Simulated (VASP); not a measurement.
Computed with PBE GGA with D3 dispersion (zero damping), VASP's PBE PAW potentials (set 64) (plane waves; VASP).

VASP input:

INCAR:
```
SYSTEM = NaI
PREC = Accurate
ENCUT = 520
EDIFF = 1E-7
NELM = 100
ALGO = Normal
LREAL = .FALSE.
LASPH = .TRUE.
ISMEAR = -5
GGA = PE
IVDW = 11
LMAXMIX = 4
LWAVE = .FALSE.
LCHARG = .TRUE.
LORBIT = 11
NEDOS = 601
ISIF = 2
```

KPOINTS:
```
Automatic mesh
0
Gamma
8 8 8
0 0 0
```

**POSCAR**
```
NaI
1
    0.0000000000     3.2058833285     3.2058833285
    3.2058833285     0.0000000000     3.2058833285
    3.2058833285     3.2058833285     0.0000000000
Na I
1 1
Direct
  0.0000000000   0.0000000000   0.0000000000
  0.5000000000   0.5000000000   0.5000000000
```

POTCAR, in this order: Na_pv I (PBE.64 set). Program: vasp_std.

Unless said otherwise, spin-orbit coupling is left out, though it shifts the bands of the heavy elements here.

**Question.** Predict the energy per atom (σ→0), dispersion energy, band gap (on the k-mesh).

**Answer.** 
```yaml
energy per atom (σ→0): -281.9 kJ/mol of atoms
dispersion_energy: -0.467 eV
band gap (on the k-mesh): 3.72 eV
```

**OSZICAR**
```
...
DAV:   7    -0.537495772048E+01    0.82150E-02   -0.70781E-02   740   0.167E+00    0.583E-01
DAV:   8    -0.537687799804E+01   -0.19203E-02   -0.49748E-03   674   0.693E-01    0.155E-01
DAV:   9    -0.537684513353E+01    0.32865E-04   -0.15022E-04   728   0.139E-01    0.400E-02
DAV:  10    -0.537685833710E+01   -0.13204E-04   -0.39774E-05   740   0.795E-02    0.750E-03
DAV:  11    -0.537685846264E+01   -0.12555E-06   -0.49941E-06   686   0.267E-02    0.253E-03
DAV:  12    -0.537685868908E+01   -0.22643E-06   -0.61859E-07   713   0.601E-03    0.115E-03
DAV:  13    -0.537685873205E+01   -0.42977E-07   -0.92754E-09   430   0.123E-03
   1 F= -.58434594E+01 E0= -.58434594E+01  d E =0.000000E+00
```

The compound is NaI in the rock salt structure. It was relaxed first.
